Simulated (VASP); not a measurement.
Here is the system:

```yaml
crystal:
  lattice:
    - [0.00000, 1.99062, 1.99062]
    - [1.99062, 0.00000, 1.99062]
    - [1.99062, 1.99062, 0.00000]
  atoms:
    - { symbol: Al, position: [0.00000, 0.00000, 0.00000] }
```

Method: PBE GGA with D4 dispersion, VASP's PBE PAW potentials (set 64) (plane waves; VASP). Numerical set-up: 520 eV cut-off, 18×18×18 Γ-centred mesh, tetrahedra with Blöchl corrections, potentials Al.

Problem. Estimate the energy per atom (σ→0), band gap (on the k-mesh) with the smallest direct gap where there is one.

Solution. 
```json
{
  "band gap (on the k-mesh)": "none (metal, semimetal or under 0.01 eV)",
  "energy per atom (σ→0)": "-4.097 eV/atom"
}
```

The compound is Al in the fcc structure. It was relaxed first, which changed the volume by -5 %.
